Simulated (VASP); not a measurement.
Consider the following.

```
BaTiO3
1.0
    3.94973     0.00000     0.00000
    0.00000     3.94973     0.00000
    0.00000     0.00000     3.94973
Ba Ti O
1 1 3
Cartesian
  0.00000   0.00000   0.00000
  1.97487   1.97487   1.97487
  1.97487   0.00000   1.97487
  0.00000   1.97487   1.97487
  1.97487   1.97487   0.00000
```

All values below come from LDA (Ceperley-Alder, Perdew-Zunger), VASP's LDA PAW potentials (set 64) (plane waves; VASP). Run with 620 eV cut-off, 6×6×6 Γ-centred mesh, Gaussian smearing of 0.050 eV, potentials Ba_sv Ti_sv O.

Energy and stress use the plane-wave basis of the starting cell.

Task: The ions, cell shape and volume at an external pressure of 5.0 GPa are relaxed. Give the cell that the relaxation ends in.

Result: 
```
BaTiO3
1.0
    3.91799     0.00000     0.00000
    0.00000     3.91799     0.00000
    0.00000     0.00000     3.91799
Ba Ti O
1 1 3
Direct
  0.00000   0.00000   0.00000
  0.50000   0.50000   0.50000
  0.50000   0.00000   0.50000
  0.00000   0.50000   0.50000
  0.50000   0.50000   0.00000
```
Space group Pm-3m (221), at a tolerance of 0.03 Å.

Task: How do energy and volume change from the first to the last step?

Result: The energy (σ→0) changes by +4.4 meV/atom and the volume by -2.4 %, in 3 ionic steps.

The compound is BaTiO3 in the cubic perovskite structure, the ideal cubic form; the compound distorts at low or room temperature. This run relaxes it under an external pressure of 5 GPa. Symmetry was kept, so distortions that lower it aren't found.
